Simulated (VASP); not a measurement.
Computed with TPSS meta-GGA, VASP's PBE PAW potentials (set 64) (plane waves; VASP).

VASP input:

### KPOINTS
```
K-points
0
G
 4 4 4
0 0 0
```

File POSCAR:
```
CsPbCl3
1
    5.7992540309     0.0000000000     0.0000000000
    0.0000000000     5.7992540309     0.0000000000
    0.0000000000     0.0000000000     5.7992540309
Cs Pb Cl
1 1 3
Direct
  0.0000000000   0.0000000000   0.0000000000
  0.5000000000   0.5000000000   0.5000000000
  0.5000000000   0.0000000000   0.5000000000
  0.0000000000   0.5000000000   0.5000000000
  0.5000000000   0.5000000000   0.0000000000
```

### INCAR
```
SYSTEM = CsPbCl3
PREC = Accurate
ENCUT = 520
EDIFF = 1E-7
NELM = 100
ALGO = Normal
LREAL = .FALSE.
LASPH = .TRUE.
ISMEAR = 0
SIGMA = 0.05
METAGGA = TPSS
LMIXTAU = .TRUE.
LMAXMIX = 4
LWAVE = .FALSE.
LCHARG = .FALSE.
ISIF = 2
```

POTCAR, in this order: Cs_sv Pb_d Cl (PBE.64 set). Program: vasp_std.

Output of the run:

File OSZICAR:
```
       N       E                     dE             d eps       ncg     rms          rms(c)
DAV:   1     0.380071851646E+03    0.38007E+03   -0.19428E+04   520   0.152E+03
DAV:   2     0.608717559783E+01   -0.37398E+03   -0.36720E+03   648   0.344E+02
DAV:   3    -0.388792285323E+02   -0.44966E+02   -0.44300E+02   614   0.127E+02
DAV:   4    -0.405595547621E+02   -0.16803E+01   -0.16714E+01   734   0.322E+01
DAV:   5    -0.406014107053E+02   -0.41856E-01   -0.41825E-01   652   0.381E+00    0.565E+00
DAV:   6    -0.432211756216E+02   -0.26198E+01   -0.84872E+00   674   0.345E+01    0.354E+00
DAV:   7    -0.412238005418E+02    0.19974E+01   -0.12806E+00   612   0.140E+01    0.146E+00
DAV:   8    -0.415866739566E+02   -0.36287E+00   -0.10815E+00   598   0.768E+00    0.153E+00
DAV:   9    -0.415073726398E+02    0.79301E-01   -0.15498E-01   594   0.318E+00    0.122E+00
DAV:  10    -0.415515974099E+02   -0.44225E-01   -0.38256E-02   600   0.157E+00    0.350E-01
DAV:  11    -0.416306948501E+02   -0.79097E-01   -0.43805E-02   532   0.214E+00    0.128E-01
DAV:  12    -0.416361169569E+02   -0.54221E-02   -0.12516E-02   542   0.993E-01    0.154E-01
DAV:  13    -0.416402691878E+02   -0.41522E-02   -0.16827E-03   634   0.478E-01    0.290E-02
DAV:  14    -0.416407090279E+02   -0.43984E-03   -0.69320E-04   554   0.222E-01    0.423E-02
DAV:  15    -0.416413230231E+02   -0.61400E-03   -0.11773E-04   694   0.121E-01    0.146E-02
DAV:  16    -0.416413931097E+02   -0.70087E-04   -0.44543E-05   546   0.670E-02    0.775E-03
DAV:  17    -0.416414049333E+02   -0.11824E-04   -0.88862E-06   594   0.259E-02    0.781E-03
DAV:  18    -0.416414156623E+02   -0.10729E-04   -0.19967E-06   622   0.136E-02    0.308E-03
DAV:  19    -0.416414172272E+02   -0.15649E-05   -0.68226E-07   530   0.894E-03    0.115E-03
DAV:  20    -0.416414176183E+02   -0.39115E-06   -0.17373E-07   394   0.511E-03    0.678E-04
DAV:  21    -0.416414176952E+02   -0.76808E-07   -0.35464E-08   338   0.245E-03
   1 F= -.41641418E+02 E0= -.41641418E+02  d E =-.265245E-16
```

### OUTCAR
```
------------------------ aborting loop because EDIFF is reached ----------------------------------------
  FORCE on cell =-STRESS in cart. coord.  units (eV):
  Direction    XX          YY          ZZ          XY          YZ          ZX
  --------------------------------------------------------------------------------------
  Total       -0.7077026     -0.7077026     -0.7077026     -0.0000000      0.0000000      0.0000000
  in kB       -5.8135979     -5.8135979     -5.8135979     -0.0000000      0.0000000      0.0000000
  external PRESSURE =      -5.8135979 kB  Pullay stress =       0.0000000 kB
  volume of cell :      195.04
      direct lattice vectors                 reciprocal lattice vectors
     5.799254031  0.000000000  0.000000000     0.172435971  0.000000000  0.000000000
     0.000000000  5.799254031  0.000000000     0.000000000  0.172435971  0.000000000
     0.000000000  0.000000000  5.799254031     0.000000000  0.000000000  0.172435971
 POSITION                                       TOTAL-FORCE (eV/Angst)
 -----------------------------------------------------------------------------------
      0.00000      0.00000      0.00000         0.000000      0.000000      0.000000
      2.89963      2.89963      2.89963         0.000000      0.000000      0.000000
      2.89963      0.00000      2.89963         0.000000      0.000000      0.000000
      0.00000      2.89963      2.89963         0.000000      0.000000      0.000000
      2.89963      2.89963      0.00000         0.000000      0.000000      0.000000
 -----------------------------------------------------------------------------------
    total drift:                               -0.000000      0.000000     -0.000000
  FREE ENERGIE OF THE ION-ELECTRON SYSTEM (eV)
  ---------------------------------------------------
  free  energy   TOTEN  =       -41.6414176952 eV

  energy  without entropy=      -41.6414176952  energy(sigma->0) =      -41.64141770
```
(Selected blocks of OUTCAR.)

### OUTCAR
```
 val. band max:        0.5693173350   @ k =   0.5000   0.5000   0.5000

 cond. band min:       3.0243017600   @ k =   0.5000   0.5000   0.5000


 Fermi energy:         0.8451863428

 k-point     1 :       0.0000    0.0000    0.0000
  band No.  band energies     occupation
      1     -20.5595      2.00000
      2     -15.9385      2.00000
      3     -15.9385      2.00000
      4     -15.7906      2.00000
      5     -15.7906      2.00000
      6     -15.7906      2.00000
      7     -14.0350      2.00000
      8     -13.4231      2.00000
      9     -13.4231      2.00000
     10      -7.2448      2.00000
     11      -7.2448      2.00000
     12      -7.2448      2.00000
     13      -5.8054      2.00000
     14      -3.2334      2.00000
     15      -3.2334      2.00000
     16      -3.2334      2.00000
     17      -1.4039      2.00000
     18      -1.4039      2.00000
     19      -1.4039      2.00000
     20      -1.3375      2.00000
     21      -1.3375      2.00000
     22      -1.3375      2.00000
     23       4.8026      0.00000
     24       5.8456      0.00000
     25       5.8456      0.00000
     26       6.6154      0.00000

 k-point     2 :       0.2500    0.0000    0.0000
  band No.  band energies     occupation
      1     -20.5589      2.00000
      2     -15.9385      2.00000
      3     -15.9049      2.00000
      4     -15.7910      2.00000
      5     -15.7910      2.00000
      6     -15.7906      2.00000
      7     -13.9773      2.00000
      8     -13.5355      2.00000
      9     -13.4225      2.00000
     10      -7.2429      2.00000
     11      -7.2394      2.00000
     12      -7.2394      2.00000
     13      -6.2331      2.00000
     14      -3.1971      2.00000
     15      -3.1971      2.00000
     16      -2.3674      2.00000
     17      -1.4464      2.00000
     18      -1.4464      2.00000
     19      -1.4438      2.00000
     20      -1.3757      2.00000
     21      -1.3757      2.00000
     22      -1.2938      2.00000
...
```

Unless said otherwise, spin-orbit coupling is left out, though it shifts the bands of the heavy elements here.

The compound is CsPbCl3 in the cubic perovskite structure, the ideal cubic form; the compound distorts at low or room temperature. This cell is one point of a volume scan, at 1.03 of the reference volume.
